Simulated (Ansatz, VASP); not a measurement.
# Cross-check of Al7GaN8 (alloy, x = 0.125, one random ordering in a cell of 16 atoms (invented)) between VASP and Ansatz, part 2 of 3

Wanted: the spread between two codes on one cell, functional and k mesh. The cell is generated by rule, not measured, and may not be a known phase. The cell is taken from a series of runs on this material, whose earlier steps may have relaxed, scaled, displaced or heated it; both programs get it as it stands.

VASP 6.6.1 and Ansatz 0.2.0.

So far: Set-up; VASP: relaxation of cell and atoms, r2SCAN, pair 1.

### Step 3. Ansatz: relaxation of cell and atoms, r2SCAN, pair 1

Level of this step: Ansatz beside VASP: Kohn-Sham DFT, plane waves, r2SCAN (Ansatz).

Ansatz runs on its PAW soft_1 files.

The same cell, functional and mesh now go to Ansatz.

input.yaml reads:

```yaml
crystal:
  lattice:
    - [0.0, 4.3853440525, 4.3853440525]
    - [4.3853440525, 0.0, 4.3853440525]
    - [4.3853440525, 4.3853440525, 0.0]
  atoms:
    - { symbol: Al, position: [0.0, 0.0, 0.0] }
    - { symbol: Al, position: [-0.0001845792, 0.5001845792, -0.0001845792] }
    - { symbol: Al, position: [0.5001845792, 0.5001845792, -0.0001845792] }
    - { symbol: Al, position: [0.5001845792, -0.0001845792, -0.0001845792] }
    - { symbol: Al, position: [-0.0001845792, 0.5001845792, 0.5001845792] }
    - { symbol: Al, position: [-0.0001845792, -0.0001845792, 0.5001845792] }
    - { symbol: Al, position: [0.5001845792, -0.0001845792, 0.5001845792] }
    - { symbol: Ga, position: [0.5, 0.5, 0.5] }
    - { symbol: "N", position: [0.8749294954, 0.3752115139, 0.8749294954] }
    - { symbol: "N", position: [0.8749294954, 0.8749294954, 0.8749294954] }
    - { symbol: "N", position: [0.3752115139, 0.8749294954, 0.8749294954] }
    - { symbol: "N", position: [0.3722692458, 0.3722692458, 0.8831922625] }
    - { symbol: "N", position: [0.8749294954, 0.8749294954, 0.3752115139] }
    - { symbol: "N", position: [0.8831922625, 0.3722692458, 0.3722692458] }
    - { symbol: "N", position: [0.3722692458, 0.3722692458, 0.3722692458] }
    - { symbol: "N", position: [0.3722692458, 0.8831922625, 0.3722692458] }
kpoints:
  mp_grid: { grid: [4, 4, 4] }
hamiltonian:
  xc: r2scan
  pseudopotentials: { kind: paw, azcp: { folder: soft_1 } }
scf:
  occupations: { method: fixed }
output:
  forces: true
  stress: true
  eigenvalues: true
basis:
  ecutwfc: 600.0
relax:
  adjacent_minimum: "off"
  f_tol: 0.001
  max_steps: 60
  cell: { stress_tol: 0.01 }
```

The run is started by

```bash
> ansatz run input.yaml --threads 4 --pin off --max-ram 10240MiB --backend cpu --events-out ev --progress --plain --runs-dir out
```

Numbers of over 12 decimals in the logs are rounded to 6 here.

The log of the run:

```text
Engine: ansatz 0.2.0, x86_64-unknown-linux-gnu
Pseudopotentials: kind: paw
Pseudopotential: Al, paw, valence charge 3, recommended cutoff 500 eV (meta_gga), soft_1/Al.paw.azcp
Pseudopotential: Ga, paw, valence charge 13, recommended cutoff 500 eV (meta_gga), soft_1/Ga.paw.azcp
Pseudopotential: N, paw, valence charge 5, recommended cutoff 500 eV (meta_gga), soft_1/N.paw.azcp
Functional definition: r2SCAN
  parameter k0 = 0.174
  parameter k1 = 0.065
  parameter a1 = 4.9479
  exchange = r2scan_x(k0 = k0, k1 = k1, a1 = a1)
  correlation = r2scan_c
Crystal: 16 atoms, lattice volume = 168.671 Å³
Basis set: ecut = 600 eV, 5601 PW (Γ), exchange–correlation on 200×200×200 points (64 copies of the dense FFT grid, shifted against one another)
Bands: 53, of which v1, the nominal top of the filled ones, is band 37 counted from 1 (36 counted from 0)
Symmetry: 24 space group operations
Space group: F-43m (ITA 216), of the structure as read, at distance tolerance 5.5e-5 Å
k-points: 8 of 64 (time reversal used)
Non-local potential: Al, projectors of the file, l = 0: 2, l = 1: 2, l = 2: 1
Non-local potential: Ga, projectors of the file, l = 0: 2, l = 1: 2, l = 2: 3, l = 3: 1
Non-local potential: N, projectors of the file, l = 0: 2, l = 1: 2, l = 2: 1
PAW form: soft (Blöchl's): semilocal exchange-correlation on the pseudo side does not see the compensation charge
PAW frozen core: Al, regenerated for the run's functional (the file was generated under x = pbe(κ = 0.804, μ = 0.219515), c = pbe(β = 0.066725))
PAW frozen core: Ga, regenerated for the run's functional (the file was generated under x = pbe(κ = 0.804, μ = 0.219515), c = pbe(β = 0.066725))
PAW frozen core: N, regenerated for the run's functional (the file was generated under x = pbe(κ = 0.804, μ = 0.219515), c = pbe(β = 0.066725))
PAW one-centre angular grid: Al, 302 points (default); XC on 160 Gauss nodes
PAW one-centre angular grid: Ga, 590 points (default); XC on 160 Gauss nodes
PAW one-centre angular grid: N, 302 points (default); XC on 160 Gauss nodes
Initial density: superposition of atomic densities (chi_scale 0.1, normalization cell, long waves kept (reshape's long-wave potential 0.10 eV rms))
Initial wavefunctions: pseudopotential atomic-orbital guess
Functional: x = r2scan, c = r2scan; τ floored in thin density (d = 2e-4 eV/Å³)
SCF iter   1: F=—  HF=-10683.050808 eV  |F-HF|=—  |Δ(HF+E_count)|=         —  Δρ=1.34e-1  dr2=3.42e1  dr2_τ=3.91e0  ethr=3.10e-3  ⟨swp⟩=5.1  Hψ=1460  notcnv=0  defer=91
preconditioner: auto → Resta (q_TF=auto, 2.378 Å⁻¹)  ε∞=3.3  [insulator: Δε(μ)=5.137 eV  Ē_g=16.371 eV  n_scr=50 (ndim 8)  ℏωp=24.6 eV  f_vac=0.000  ε∞_Penn≈3.3]
SCF iter   2: F=—  HF=-10674.801890 eV  |F-HF|=—  |Δ(HF+E_count)|=    8.25e0  Δρ=4.89e-2  dr2=2.68e0  dr2_τ=7.12e-1  ethr=3.10e-3  ⟨swp⟩=3.5  Hψ=909  notcnv=0  defer=95
SCF iter   3: F=—  HF=-10675.394691 eV  |F-HF|=—  |Δ(HF+E_count)|=   5.93e-1  Δρ=2.33e-2  dr2=6.19e-1  dr2_τ=3.38e-2  ethr=3.10e-3  ⟨swp⟩=3.0  Hψ=586  notcnv=0  defer=95
SCF iter   4: F=—  HF=-10675.441692 eV  |F-HF|=—  |Δ(HF+E_count)|=   4.70e-2  Δρ=3.01e-3  dr2=7.80e-3  dr2_τ=6.57e-4  ethr=8.37e-4  ⟨swp⟩=3.0  Hψ=672  notcnv=0  defer=95
SCF iter   5: F=—  HF=-10675.443459 eV  |F-HF|=—  |Δ(HF+E_count)|=   1.77e-3  Δρ=6.08e-4  dr2=7.65e-4  dr2_τ=4.80e-5  ethr=1.05e-5  ⟨swp⟩=2.0  Hψ=584  notcnv=0  defer=109
SCF iter   6: F=—  HF=-10675.443392 eV  |F-HF|=—  |Δ(HF+E_count)|=   6.74e-5  Δρ=2.26e-4  dr2=7.89e-5  dr2_τ=7.09e-6  ethr=1.03e-6  ⟨swp⟩=2.0  Hψ=626  notcnv=0  defer=109
SCF iter   7: F=—  HF=-10675.443345 eV  |F-HF|=—  |Δ(HF+E_count)|=   4.74e-5  Δρ=5.85e-5  dr2=4.66e-6  dr2_τ=3.93e-7  ethr=1.07e-7  ⟨swp⟩=2.0  Hψ=713  notcnv=0  defer=89
SCF iter   8: F=—  HF=-10675.443347 eV  |F-HF|=—  |Δ(HF+E_count)|=   2.24e-6  Δρ=2.39e-5  dr2=7.95e-7  dr2_τ=6.06e-8  ethr=6.30e-9  ⟨swp⟩=2.0  Hψ=636  notcnv=0  defer=89
SCF iter   9: F=-10675.443346 eV  HF=-10675.443346 eV  |F-HF|=2.82e-8  |Δ(HF+E_count)|=   5.42e-7  Δρ=6.31e-6  dr2=5.22e-8  dr2_τ=7.55e-9  ethr=1.35e-10  ⟨swp⟩=33.8  Hψ=3079  notcnv=0
SCF 1 converged in 9 iterations: F = -10675.443346 eV  dr2 = 5.22e-8
  greatest PAW one-centre occupation: 0.994 electrons in one spin orbital (limit 2), on the Ga atom at site 7 (counted from 0), in its partial waves of l = 2
relax step   1: F+E_penalty+E_count = -10675.44334618 eV  Δ(F+E_penalty+E_count) = +0.000e0 eV  max|allowed force component| = 4.372e-4 eV/Å  Δτ_max = 0.0000 Å  P = +0.003 GPa  Ω = 168.671 Å³  (9 SCF iters, dr2 threshold 1.00e-7 eV, accepted)
Initial density: handed on by an earlier stage of this run
Initial wavefunctions: pseudopotential atomic-orbital guess (no wavefunctions were taken with the density)
iter 1 solved again at ethr=2.95e-8 eV; its pass at ethr=3.10e-3 eV (dr2=2.18e-5 eV) is discarded
SCF iter   1: F=—  HF=-10675.443384 eV  |F-HF|=—  |Δ(HF+E_count)|=         —  Δρ=6.32e-6  dr2=5.18e-8  dr2_τ=7.56e-9  ethr=2.95e-8  ⟨swp⟩=3.0  Hψ=2620  notcnv=0  defer=109
preconditioner: auto → Resta (q_TF=auto, 2.378 Å⁻¹)  ε∞=3.6  [insulator: Δε(μ)=3.910 eV  Ē_g=15.186 eV  n_scr=50 (ndim 8)  ℏωp=24.6 eV  f_vac=0.000  ε∞_Penn≈3.6]
SCF iter   2: F=—  HF=-10675.443346 eV  |F-HF|=—  |Δ(HF+E_count)|=   3.76e-5  Δρ=2.44e-6  dr2=8.64e-9  dr2_τ=1.12e-9  ethr=7.00e-11  ⟨swp⟩=2.0  Hψ=640  notcnv=0  defer=100
SCF iter   3: F=—  HF=-10675.443346 eV  |F-HF|=—  |Δ(HF+E_count)|=   8.57e-9  Δρ=1.78e-6  dr2=3.59e-9  dr2_τ=7.47e-11  ethr=1.17e-11  ⟨swp⟩=2.6  Hψ=620  notcnv=0  defer=100
SCF iter   4: F=—  HF=-10675.443346 eV  |F-HF|=—  |Δ(HF+E_count)|=   4.88e-9  Δρ=3.72e-7  dr2=1.97e-10  dr2_τ=6.42e-11  ethr=4.85e-12  ⟨swp⟩=2.1  Hψ=575  notcnv=0  defer=100
SCF iter   5: F=—  HF=-10675.443346 eV  |F-HF|=—  |Δ(HF+E_count)|=  1.11e-10  Δρ=1.36e-7  dr2=2.46e-11  dr2_τ=3.05e-12  ethr=1.00e-12  ⟨swp⟩=2.4  Hψ=653  notcnv=0  defer=100
SCF iter   6: F=-10675.443346 eV  HF=-10675.443346 eV  |F-HF|=5.46e-12  |Δ(HF+E_count)|=  2.91e-11  Δρ=4.98e-8  dr2=3.55e-12  dr2_τ=1.64e-13  ethr=1.00e-12  ⟨swp⟩=36.5  Hψ=3215  notcnv=0
SCF 2 converged in 6 iterations: F = -10675.443346 eV  dr2 = 3.55e-12
relax step   2: F+E_penalty+E_count = -10675.44334622 eV  Δ(F+E_penalty+E_count) = -4.450e-8 eV  max|allowed force component| = 4.387e-4 eV/Å  Δτ_max = 0.0000 Å  P = +0.003 GPa  Ω = 168.671 Å³  stress off target by 2.95e-3 GPa  SCF on the basis re-selected at this cell (its energy is not comparable with the rows above)  (6 SCF iters)
basis re-selected at this cell: Δ(F+E_penalty+E_count) = -4.450e-8 eV, ΔP = -0.000 GPa vs the last step (what re-selecting the basis moved, of the pressure what is left beyond the Pulay correction that the steps carried, after the strain that the cell walked since its last selection, with what the two solves' SCF thresholds leave and, on support functions, any second-order correction that the steps lacked; it is no m [...]
SCF converged after 6 iterations
Free energy (F): -10675.443346 eV
Harris-Foulkes:  -10675.443346 eV  (|F-HF|=5.46e-12)
Internal energy: -10675.443346 eV  (E = F + TS)
E sigma→0 (E₀):  -10675.443346 eV
Fermi energy:    7.097613 eV
--- Per-component energies (eV) ---
  E_band       = 48.982462
  E_kinetic    = 1344.227210
  E_local      = -3501.507419  (includes V_loc(G=0)·N_el)
  E_nonlocal   = 252.323838
  E_hartree    = 1745.967677
  E_xc         = -789.732257
  E_vxc        = -964.911365  (∫ρ·V_xc dr)
  E_paw        = -6376.425605  (= ΣΔE_a)
  E_vpaw       = -624.732216  (= ΣTr[D̂ρ^β])
  E_aug_tail   = 0.000152  (compensation charges beyond the density's cutoff)
  E_vtau       = 51.646958  (kinetic-family band-sum trace: ∫τ·v_τ [+ j·A + Jᵃ·Aᵃ] dr)
  E_ewald      = -3348.986602
  E_core_change = -1.310340  (= ΣΔE_core)
  E_smearing   = -0.000000  (= −TS)
  E_closure    = 0.000000  (closes the sum)
  Σ components = -10675.443346   (vs F -10675.443346, Δ=0.00e0)
--- Forces (eV/Å), atoms counted from 1 ---
  atom   1  Al    -0.00000000     0.00000000     0.00000000
  atom   2  Al    -0.00000000    -0.00012433     0.00000000
  atom   3  Al    -0.00000000     0.00000000     0.00012433
  atom   4  Al    -0.00012433     0.00000000    -0.00000000
  atom   5  Al     0.00012433     0.00000000     0.00000000
  atom   6  Al    -0.00000000     0.00000000    -0.00012433
  atom   7  Al    -0.00000000     0.00012433     0.00000000
  atom   8  Ga     0.00000000    -0.00000000     0.00000000
  atom   9  N      0.00043870    -0.00043870     0.00043870
  atom  10  N     -0.00043870    -0.00043870    -0.00043870
  atom  11  N     -0.00043870     0.00043870     0.00043870
  atom  12  N     -0.00010661    -0.00010661     0.00010661
  atom  13  N      0.00043870     0.00043870    -0.00043870
  atom  14  N      0.00010661    -0.00010661    -0.00010661
  atom  15  N      0.00010661     0.00010661     0.00010661
  atom  16  N     -0.00010661     0.00010661    -0.00010661
  max |Σ_I F_I| component: 3.74e-16 eV/Å
--- Stress (GPa, compression-positive) ---
        0.002947       0.000000      -0.000000
        0.000000       0.002947       0.000000
       -0.000000       0.000000       0.002947
  P = ⅓ Tr σ = 0.0029 GPa (0.029 kbar)
--- Band table (eV; the first three rows and the last of 8) ---
  k-point 0: bands = [... 33 lower, 6.5690, 7.0976, 7.0976, 7.0976, 11.0074, 11.0074, 11.0074, 11.4760, ... 12 higher]
  k-point 1: bands = [... 33 lower, 6.5679, 6.5679, 7.0106, 7.0106, 11.8243, 11.8375, 11.8375, 12.4600, ... 12 higher]
  k-point 2: bands = [... 33 lower, 6.6684, 6.6684, 6.8805, 6.8805, 13.3244, 13.5260, 13.5546, 13.5546, ... 12 higher]
  k-point 7: bands = [... 33 lower, 6.3381, 6.3469, 6.3969, 6.5310, 14.1407, 14.1506, 14.2439, 14.2488, ... 12 higher]
--- Relaxed structure (1 steps of the walk, 1 accepted, 1 SCFs on fresh bases) ---
  F+E_penalty+E_count = -10675.44334622 eV   max|allowed force component| = 4.387e-4 eV/Å   (the final SCF, on the basis selected at the relaxed cell)
  cell:  # Å, volume = 168.6712 Å³
    - [0.0, 4.3853440525, 4.3853440525]
    - [4.3853440525, 0.0, 4.3853440525]
    - [4.3853440525, 4.3853440525, 0.0]
  atoms:
    - { symbol: Al, position: [0.0, 0.0, 0.0] }
    - { symbol: Al, position: [-0.000184579, 0.500185, -0.000184579] }
    - { symbol: Al, position: [0.5001845792, 0.5001845792, -0.000184579] }
    - { symbol: Al, position: [0.500185, -0.000184579, -0.000184579] }
    - { symbol: Al, position: [-0.000184579, 0.5001845792, 0.500185] }
    - { symbol: Al, position: [-0.0001845792, -0.0001845792, 0.500185] }
    - { symbol: Al, position: [0.5001845792, -0.000184579, 0.500185] }
    - { symbol: Ga, position: [0.5, 0.5, 0.5] }
    - { symbol: N, position: [0.874929495375, 0.375212, 0.874929495375] }
    - { symbol: N, position: [0.874929495375, 0.874929495375, 0.874929495375] }
    - { symbol: N, position: [0.375212, 0.874929495375, 0.874929495375] }
    - { symbol: N, position: [0.372269245825, 0.372269245825, 0.883192262525] }
    - { symbol: N, position: [0.874929495375, 0.874929495375, 0.375212] }
    - { symbol: N, position: [0.883192262525, 0.372269245825, 0.372269245825] }
    - { symbol: N, position: [0.372269245825, 0.372269245825, 0.372269245825] }
    - { symbol: N, position: [0.372269245825, 0.883192262525, 0.372269245825] }
```

### Step 4. Comparison

Known differences besides the potentials themselves: VASP keeps PBE cores, Ansatz makes them for the functional; fixed occupations in Ansatz, narrow Gaussian smearing in VASP; the cutoff is 600 eV in Ansatz and 660 eV in VASP; Ansatz adds a Pulay correction to the stress that steers its cell, VASP none. Total energies have different zeros and are not compared.

Both answers:

| quantity | Ansatz | VASP | difference |
| --- | --- | --- | --- |
| volume (Å³) | 168.67 | 168.55 | +0.07 % |
| edge a after relaxation, in the typed setting (Å) | 6.202 | 6.200 | +0.02 % |

### Step 5. Ansatz: relaxation of cell and atoms, r2SCAN, pair 2

The relaxed volume is the usual yardstick between codes: in a stiff, nearly cubic crystal its relative difference is about their pressure difference at one cell divided by the bulk modulus.

The cell is taken from a series of runs on this material, whose earlier steps may have relaxed, scaled, displaced or heated it; both programs get it as it stands.

input.yaml reads:

```yaml
crystal:
  lattice:
    - [0.0, 4.384934203, 4.384934203]
    - [4.384934203, 0.0, 4.384934203]
    - [4.384934203, 4.384934203, 0.0]
  atoms:
    - { symbol: Al, position: [0.0, 0.0, 0.0] }
    - { symbol: Al, position: [-0.0001092006, 0.5001092006, -0.0001092006] }
    - { symbol: Al, position: [0.5001092006, 0.5001092006, -0.0001092006] }
    - { symbol: Al, position: [0.5001092006, -0.0001092006, -0.0001092006] }
    - { symbol: Al, position: [-0.0001092006, 0.5001092006, 0.5001092006] }
    - { symbol: Al, position: [-0.0001092006, -0.0001092006, 0.5001092006] }
    - { symbol: Al, position: [0.5001092006, -0.0001092006, 0.5001092006] }
    - { symbol: Ga, position: [0.5, 0.5, 0.5] }
    - { symbol: "N", position: [0.874919358, 0.375241926, 0.874919358] }
    - { symbol: "N", position: [0.874919358, 0.874919358, 0.874919358] }
    - { symbol: "N", position: [0.375241926, 0.874919358, 0.874919358] }
    - { symbol: "N", position: [0.3723092764, 0.3723092764, 0.8830721709] }
    - { symbol: "N", position: [0.874919358, 0.874919358, 0.375241926] }
    - { symbol: "N", position: [0.8830721709, 0.3723092764, 0.3723092764] }
    - { symbol: "N", position: [0.3723092764, 0.3723092764, 0.3723092764] }
    - { symbol: "N", position: [0.3723092764, 0.8830721709, 0.3723092764] }
kpoints:
  mp_grid: { grid: [4, 4, 4] }
hamiltonian:
  xc: r2scan
  pseudopotentials: { kind: paw, azcp: { folder: soft_1 } }
scf:
  occupations: { method: gaussian, width: 0.02 }
output:
  forces: true
  stress: true
  eigenvalues: true
basis:
  ecutwfc: 600.0
relax:
  adjacent_minimum: "off"
  f_tol: 0.005
  max_steps: 80
  cell: { stress_tol: 0.05 }
```

The log of the run:

```text
[...]
Crystal: 16 atoms, lattice volume = 168.624 Å³
Basis set: ecut = 600 eV, 5601 PW (Γ), exchange–correlation on 200×200×200 points (64 copies of the dense FFT grid, shifted against one another)
Bands: 53, of which v1, the nominal top of the filled ones, is band 37 counted from 1 (36 counted from 0)
Symmetry: 24 space group operations
[...]
- { symbol: N, position: [0.874929, 0.375212, 0.874929] }
    - { symbol: N, position: [0.874929, 0.874929, 0.874929] }
    - { symbol: N, position: [0.375212, 0.874929, 0.874929] }
    - { symbol: N, position: [0.372269, 0.372269, 0.883192] }
    - { symbol: N, position: [0.874929, 0.874929, 0.375212] }
    - { symbol: N, position: [0.883192, 0.372269, 0.372269] }
    - { symbol: N, position: [0.372269, 0.372269, 0.372269] }
    - { symbol: N, position: [0.372269, 0.883192, 0.372269] }
[key lines of the parts left out:]
SCF converged after 3 iterations
Free energy (F): -10675.443346 eV
Fermi energy:    9.052495 eV
P = ⅓ Tr σ = 0.0030 GPa (0.030 kbar)
```

(Part 2 of 3 ends here.)

[Lines on the potential files, build, host, timing and source positions are cut from VASP's logs without a mark.]

[Logs are printed without paths, hosts, clocks, repeated set-up lines and the standing remarks that a program may print on its own settings, such as how far it seeks lower states.]

[Hosts, paths, dates, database ids (printed as entryN), source tags and the programs' standing remarks are cut or masked in the printed files.]
